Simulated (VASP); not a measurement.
```xyz
3
Lattice="2.1200 -3.6719 0.0000 2.1200 3.6719 0.0000 0.0000 0.0000 6.8600" Properties=species:S:1:pos:R:3 pbc="T T T"
Cd     0.0000     0.0000     0.0000
I      2.1200     1.2240     1.7081
I      2.1200    -1.2240     5.1519
```

The base run (VASP): PBE GGA, plane waves, VASP's PBE PAW potentials (set 64). Numerical set-up: 400 eV cut-off, 6×6×3 Γ-centred mesh, Gaussian smearing of 0.050 eV, potentials Cd I.

One setting is varied; ΔE counts from the most expensive setting. The base run took about 20 core-seconds. Costs are core time on shared hosts, one run each; read them as rough ratios.

The pressure holds a Pulay error that falls with the cut-off, as the column shows.

| setting | cost over the base run | electronic steps | ΔE (meV/atom) | pressure (GPa) |
|---|---|---|---|---|
| ENCUT = 175 | about 1/3 | 13 | 808.2 | -54.29 |
| ENCUT = 250 | within a factor of 2 | 12 | 5.3 | -0.30 |
| ENCUT = 275 | within a factor of 2 | 13 | 1.9 | 1.67 |
| ENCUT = 325 | within a factor of 2 | 13 | 1.0 | 2.00 |
| ENCUT = 350 | within a factor of 2 | 13 | 1.2 | 1.88 |
| base run | reference | 13 | 0.7 | 1.88 |
| ENCUT = 650 | within a factor of 2 | 12 | 0.0 | 2.06 |

Left out are runs that failed, have no time on record or changed the cell.

The compound is CdI2 in the 1T layered structure. The cell was not relaxed at this level.
